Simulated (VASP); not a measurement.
## WC (Qusongite): does spin-orbit coupling change the cell?

Does spin-orbit coupling change the relaxed cell of WC (Qusongite)? The starting structure is a measured crystal structure from the Crystallography Open Database. The first relaxation on each setting starts from this cell expanded by 3 % in volume.

Calculated with VASP 6.6.1; Kohn-Sham DFT with plane waves and PAW; PBEsol and PBEsol + spin-orbit coupling.

### 1. The structure

Symmetry: P-6m2, No. 187, hexagonal system. The conventional cell has a = 2.907 Å, b = 2.907 Å, c = 2.837 Å, α = 90.00°, β = 90.00°, γ = 120.00°. Nearest to W lie 6 C at 2.20 Å. Nearest to C lie 6 W at 2.20 Å. Farther neighbours are not listed.

Coordinates:

```xyz
2
Lattice="2.9065 0.0000 0.0000 -1.4532 2.5171 0.0000 0.0000 0.0000 2.8366" Properties=species:S:1:pos:R:3 pbc="T T T"
W     0.0000    0.0000    0.0000
C     1.4533    0.8390    1.4183
```

### 2. Relaxation without spin-orbit coupling

This run starts from the cell of an earlier relaxation, which isn't shown; the restart sets up the plane waves anew.

File INCAR:

```
SYSTEM = WC
PREC = Accurate
ENCUT = 520
EDIFF = 1E-06
NELM = 100
ISMEAR = 0
SIGMA = 0.05
LREAL = .FALSE.
ALGO = Normal
GGA = PS
NBANDS = 11
LASPH = .TRUE.
LORBIT = 11
LWAVE = .FALSE.
LCHARG = .FALSE.
KPAR = 8
IBRION = 2
NSW = 50
ISIF = 3
EDIFFG = -0.006
```

File POSCAR:

```
WC
1.0
    2.8970674446      0.0000000000      0.0000000000
   -1.4485337223      2.5089340034      0.0000000000
    0.0000000000      0.0000000000      2.8282445125
W C
1 1
Direct
    0.0000000000      0.0000000000      0.0000000000
    0.6666666667      0.3333333333      0.5000000000
```

File KPOINTS:

```
Automatic mesh
0
Gamma
12 12 10
0 0 0
```

PAW data sets: W and C (PBE family, release 64).

Started as:

```sh
mpirun -np 8 vasp_std
```

Log:

```text
[banner, memory and clock lines left out]
running    8 mpi-ranks, on    1 nodes
 distrk:  each k-point on    1 cores,    8 groups
 distr:  one band on    1 cores,    1 groups

 POSCAR found type information on POSCAR W C
 POSCAR found :  2 types and       2 ions
|                                                                             |
|           W    W    AA    RRRRR   N    N  II  N    N   GGGG   !!!           |
|           W    W   A  A   R    R  NN   N  II  NN   N  G    G  !!!           |
|           W    W  A    A  R    R  N N  N  II  N N  N  G       !!!           |
|           W WW W  AAAAAA  RRRRR   N  N N  II  N  N N  G  GGG   !            |
|           WW  WW  A    A  R   R   N   NN  II  N   NN  G    G                |
|           W    W  A    A  R    R  N    N  II  N    N   GGGG   !!!           |
|                                                                             |
|     For optimal performance we recommend to set                             |
|       NCORE = 2 up to number-of-cores-per-socket                            |
|     NCORE specifies how many cores store one orbital (NPAR=cpu/NCORE).      |
|     This setting can greatly improve the performance of VASP for DFT.       |
|     The default, NCORE=1 might be grossly inefficient on modern             |
|     multi-core architectures or massively parallel machines. Do your        |
|     Unfortunately you need to use the default for GW and RPA                |
|     calculations (for HF NCORE is supported but not extensively tested      |
|     yet).                                                                   |
|                                                                             |

|                                                                             |
|               ----> ADVICE to this user running VASP <----                  |
|                                                                             |
|     You enforced a specific xc type in the INCAR file but a different       |
|     [... a line on the potential file left out ...]
|     I HOPE YOU KNOW WHAT YOU ARE DOING!                                     |
|                                                                             |

 LDA part: xc-table for (Slater+PW92), standard interpolation
 POSCAR, INCAR and KPOINTS ok, starting setup
 FFT: planning ... GRIDC
 FFT: planning ... GRID_SOFT
 FFT: planning ... GRID
 WAVECAR not read
 entering main loop
       N       E                     dE             d eps       ncg     rms          rms(c)
DAV:   1     0.227922860794E+02    0.22792E+02   -0.50353E+03  2508   0.825E+02
DAV:   2    -0.251070371798E+02   -0.47899E+02   -0.45661E+02  2901   0.202E+02
DAV:   3    -0.269467467153E+02   -0.18397E+01   -0.18236E+01  3093   0.333E+01
DAV:   4    -0.269570624199E+02   -0.10316E-01   -0.10314E-01  2735   0.303E+00
DAV:   5    -0.269571063954E+02   -0.43975E-04   -0.43975E-04  3077   0.190E-01    0.351E+01
DAV:   6    -0.241093405876E+02    0.28478E+01   -0.12561E+01  3013   0.217E+01    0.118E+01
DAV:   7    -0.240304266807E+02    0.78914E-01   -0.60472E-01  2589   0.619E+00    0.845E+00
DAV:   8    -0.239894945794E+02    0.40932E-01   -0.10764E-01  2750   0.240E+00    0.205E+00
DAV:   9    -0.239835359227E+02    0.59587E-02   -0.16025E-02  2727   0.806E-01    0.131E-01
DAV:  10    -0.239834731260E+02    0.62797E-04   -0.10551E-03  2900   0.276E-01    0.208E-01
DAV:  11    -0.239834502566E+02    0.22869E-04   -0.15113E-04  3072   0.845E-02    0.143E-02
DAV:  12    -0.239834468303E+02    0.34263E-05   -0.77461E-06  2718   0.191E-02    0.929E-03
DAV:  13    -0.239834467726E+02    0.57694E-07   -0.34229E-07  1374   0.561E-03
   1 F= -.23983447E+02 E0= -.23983220E+02  d E =-.239834E+02
 curvature:   0.00 expect dE= 0.000E+00 dE for cont linesearch  0.000E+00
 trial: gam= 0.00000 g(F)=  0.382E-48 g(S)=  0.277E-07 ort = 0.000E+00 (trialstep = 0.100E+01)
 search vector abs. value=  0.278E-07
 reached required accuracy - stopping structural energy minimisation
```

Run time: 4.4 s. Hardware: 8 MPI ranks of Intel Xeon Platinum 8259CL at 2.50GHz (Skylake/Cascade Lake), shared host; peak memory 1.3 GiB.

Lines that name or quote the potential files are left out of all logs, and their timing lines are given in words.

From OUTCAR (step 2):

```text
ion  position               nearest neighbor table
   1  0.000  0.000  0.000-   2 2.19   2 2.19   2 2.19   2 2.19   2 2.19   2 2.19
   2  0.667  0.333  0.500-   1 2.19   1 2.19   1 2.19   1 2.19   1 2.19   1 2.19

  LATTYP: Found a hexagonal cell.
 ALAT       =     2.8970674446
 C/A-ratio  =     0.9762439317

 Subroutine GETGRP returns: Found 12 space group operations
 (whereof 12 operations were pure point group operations)

The static configuration has the point symmetry D_3h.

 Found    114 irreducible k-points:

   k-points           NKPTS =    114   k-points in BZ     NKDIM =    114   number of bands    NBANDS=     11

   dimension x,y,z NGX =    24 NGY =   24 NGZ =   24
   dimension x,y,z NGXF=    48 NGYF=   48 NGZF=   48

   ENCUT  =  520.0 eV  38.22 Ry    6.18 a.u.   5.39  5.39  5.26*2*pi/ulx,y,z

   NELECT =      10.0000    total number of electrons

 k-points in reciprocal lattice and weights: Automatic mesh
   0.00000000  0.00000000  0.00000000       0.001
   0.08333333  0.00000000  0.00000000       0.004
   0.16666667 -0.00000000  0.00000000       0.004
   0.25000000  0.00000000  0.00000000       0.004
   0.33333333  0.00000000  0.00000000       0.004
   0.41666667  0.00000000  0.00000000       0.004
   0.50000000  0.00000000  0.00000000       0.002
   0.08333333  0.08333333  0.00000000       0.004
   0.16666667  0.08333333  0.00000000       0.008
[...]
0.33333333  0.25000000  0.50000000       0.008
   0.33333333  0.33333333  0.50000000       0.001

 average (electrostatic) potential at core
       1 -36.9316       2 -46.1913

 E-fermi :   8.3577

 k-point     1 :       0.0000    0.0000    0.0000
  band No.  band energies     occupation
      1      -6.2141      2.00000
      2       3.8904      2.00000
      3       4.9130      2.00000
      4       4.9130      2.00000
      5       8.4402      0.01955
      6      11.5075      0.00000
      7      11.5075      0.00000
      8      14.0142      0.00000
      9      14.0142      0.00000
    ...

 k-point     2 :       0.0833    0.0000    0.0000
  band No.  band energies     occupation
      1      -6.0372      2.00000
      2       3.9368      2.00000
      3       4.6768      2.00000
      4       5.0871      2.00000
      5       7.8907      2.00000
      6      11.4410      0.00000
      7      12.1163      0.00000
      8      13.6411      0.00000
      9      13.8844      0.00000
     10      15.4526      0.00000
    ...

 k-point     3 :       0.1667   -0.0000    0.0000
  band No.  band energies     occupation
      1      -5.5336      2.00000
      2       3.5404      2.00000
      3       4.6577      2.00000
      4       5.5796      2.00000
      5       6.8920      2.00000
      6      11.2644      0.00000
      7      12.8003      0.00000
      8      13.2427      0.00000
      9      13.5684      0.00000
     10      16.7069      0.00000
    ...

  Total        0.0007541      0.0007541     -0.0001072      0.0000000      0.0000000      0.0000000
  in kB        0.0587693      0.0587693     -0.0083531      0.0000000      0.0000000      0.0000000
  external PRESSURE =       0.0363952 kB  Pullay stress =       0.0000000 kB

  energy-cutoff  :      520.00
  volume of cell :       20.56
      direct lattice vectors                 reciprocal lattice vectors
     2.897067445  0.000000000  0.000000000     0.345176638  0.199287825  0.000000000
    -1.448533722  2.508934003  0.000000000     0.000000000  0.398575650  0.000000000
     0.000000000  0.000000000  2.828244512     0.000000000  0.000000000  0.353576219

 POSITION                                       TOTAL-FORCE (eV/Angst)
 -----------------------------------------------------------------------------------
      0.00000      0.00000      0.00000         0.000000      0.000000      0.000000
      1.44853      0.83631      1.41412        -0.000000      0.000000      0.000000
 -----------------------------------------------------------------------------------
    total drift:                               -0.000000      0.000000      0.000000

  FREE ENERGIE OF THE ION-ELECTRON SYSTEM (eV)
  ---------------------------------------------------
  free  energy   TOTEN  =       -23.9834467726 eV

  energy  without entropy=      -23.9829934884  energy(sigma->0) =      -23.98322013

 reached required accuracy - stopping structural energy minimisation

 total charge
# of ion       s       p       d       tot
------------------------------------------
    1        0.629   0.898   4.409   5.936
    2        0.850   1.566   0.000   2.416
--------------------------------------------------
tot          1.479   2.464   4.409   8.352

[... 3 further parts left out ...]
```

CONTCAR:

```
WC
   1.00000000000000
     2.8970674446000002    0.0000000000000000    0.0000000000000000
    -1.4485337223000001    2.5089340033999998    0.0000000000000000
     0.0000000000000000    0.0000000000000000    2.8282445125000000
  W               C
     1     1
Direct
     0.0000000000000000    0.0000000000000000    0.0000000000000000
     0.6666666667000030    0.3333333332999970    0.5000000000000000
```

The PAW data sets were made with PBE, which is usual practice but a small mismatch for other functionals. The data set W keeps the semicore shell frozen, which is cheaper and a little less accurate. The run keeps the 12 symmetry operations of its start, so it cannot find a distortion of lower symmetry.

Without spin-orbit coupling the relaxed cell holds 10.279 Å³ an atom, with a = 2.897 Å and c = 2.828 Å.

### 3. Relaxation with spin-orbit coupling

Against step 2 the input has LNONCOLLINEAR = .TRUE., MAGMOM = 0 0 0 0 0 0, GGA_COMPAT = .FALSE. and LSORBIT = .TRUE. (also changed: NBANDS and LMAXMIX). This run starts from the cell of an earlier relaxation, which isn't shown; the restart sets up the plane waves anew.

INCAR, as its differences from that of step 2:

```diff
@@ -10,4 +10,9 @@
 GGA = PS
-NBANDS = 11
+LNONCOLLINEAR = .TRUE.
+MAGMOM = 0 0 0 0 0 0
+NBANDS = 22
+GGA_COMPAT = .FALSE.
 LASPH = .TRUE.
+LSORBIT = .TRUE.
+LMAXMIX = 4
 LORBIT = 11
```

File POSCAR:

```
WC
1.0
    2.8964013243      0.0000000000      0.0000000000
   -1.4482006622      2.5083571264      0.0000000000
    0.0000000000      0.0000000000      2.8276152354
W C
1 1
Direct
    0.0000000000      0.0000000000      0.0000000000
    0.6666666667      0.3333333333      0.5000000000
```

KPOINTS is that of step 2.

Started as:

```sh
mpirun -np 8 vasp_ncl
```

Log:

```text
[banner, memory and clock lines left out]
running    8 mpi-ranks, on    1 nodes
[...]
[... a notice as in an earlier step ...]

 [... a notice as in an earlier step ...]

 LDA part: xc-table for (Slater+PW92), standard interpolation
 POSCAR, INCAR and KPOINTS ok, starting setup
[...]
entering main loop
       N       E                     dE             d eps       ncg     rms          rms(c)
DAV:   1     0.294261745596E+02    0.29426E+02   -0.45972E+03  8184   0.838E+02
DAV:   2    -0.244356450017E+02   -0.53862E+02   -0.50698E+02  9610   0.225E+02
DAV:   3    -0.270790439744E+02   -0.26434E+01   -0.26045E+01 10452   0.421E+01
DAV:   4    -0.271032436136E+02   -0.24200E-01   -0.24189E-01  8962   0.491E+00
[...]
DAV:  11    -0.241631064592E+02    0.75464E-04   -0.23772E-04 10146   0.148E-01    0.989E-02
DAV:  12    -0.241631051554E+02    0.13038E-05   -0.16575E-05 10360   0.451E-02    0.196E-02
DAV:  13    -0.241631042721E+02    0.88327E-06   -0.84057E-07  6204   0.908E-03
   1 F= -.24163104E+02 E0= -.24162966E+02  d E =-.241631E+02  mag=     0.0000    -0.0000    -0.0000
[...]
reached required accuracy - stopping structural energy minimisation
```

Elapsed: 22 s, on 8 MPI ranks; peak memory 2.3 GiB; 2.8 min of CPU time.

Parts of OUTCAR (step 3):

```text
  Total       -0.0008616     -0.0008616      0.0000992      0.0000000     -0.0000000      0.0000000
  in kB       -0.0671955     -0.0671955      0.0077359      0.0000000     -0.0000000      0.0000000
  external PRESSURE =      -0.0422184 kB  Pullay stress =       0.0000000 kB

 POSITION                                       TOTAL-FORCE (eV/Angst)
 -----------------------------------------------------------------------------------
      0.00000      0.00000      0.00000        -0.000000      0.000000      0.000000
      1.44820      0.83612      1.41381         0.000000     -0.000000      0.000000
 -----------------------------------------------------------------------------------
    total drift:                               -0.000000      0.000000      0.000000

  FREE ENERGIE OF THE ION-ELECTRON SYSTEM (eV)
  ---------------------------------------------------
  free  energy   TOTEN  =       -24.1631042721 eV

  energy  without entropy=      -24.1628269594  energy(sigma->0) =      -24.16296562

 magnetization (x)
# of ion       s       p       d       tot
------------------------------------------
    1       -0.000   0.000   0.000   0.000
    2        0.000  -0.000   0.000  -0.000
--------------------------------------------------
tot         -0.000   0.000   0.000   0.000

 magnetization (y)
# of ion       s       p       d       tot
------------------------------------------
    1        0.000   0.000   0.000   0.000
    2        0.000  -0.000   0.000  -0.000
--------------------------------------------------
tot          0.000  -0.000   0.000   0.000

 magnetization (z)
# of ion       s       p       d       tot
------------------------------------------
    1       -0.000  -0.000   0.000   0.000
    2        0.000   0.000   0.000   0.000
--------------------------------------------------
tot          0.000  -0.000   0.000   0.000

[... 1 part as in an earlier step ...]

[... 3 further parts left out ...]
[key lines of the parts left out:]
E-fermi :   8.3410
```

With spin-orbit coupling the relaxed cell holds 10.272 Å³ an atom, with a = 2.896 Å and c = 2.828 Å.

### 4. All runs side by side

| run | volume (Å³/atom) | a (Å) | c (Å) | pressure left (GPa) | core minutes |
| --- | --- | --- | --- | --- | --- |
| without spin-orbit coupling | 10.279 | 2.8971 | 2.8282 | 0.004 | 3.39 |
| with spin-orbit coupling | 10.272 | 2.8964 | 2.8276 | -0.004 | 16.4 |

Core minutes are wall time times ranks, summed over the relaxations behind a row (those for a bulk modulus apart), on shared hosts.

### 5. Summary of results

```
volume without spin-orbit coupling : 10.279 Å³/atom
volume with spin-orbit coupling    : 10.272 Å³/atom
```

**Reading.** The run with spin-orbit coupling gives a volume -0.07 % from the one without (a -0.02 % and c -0.02 %). The relaxations stop with 0.004 and -0.004 GPa left; at a bulk modulus of 50 GPa, to name a scale, that difference alone shifts the volume by 0.02 %. The k mesh isn't tested here. GGA_COMPAT also differs between the two, which alone can make a change this small. Further runs on this material are not shown.

[Lines on the potential files, build, host, timing and source positions are cut from VASP's logs without a mark.]

[Logs are printed without paths, hosts, clocks, repeated set-up lines and the standing remarks that a program may print on its own settings, such as how far it seeks lower states.]

[Hosts, paths, dates, database ids (printed as entryN), source tags and the programs' standing remarks are cut or masked in the printed files.]
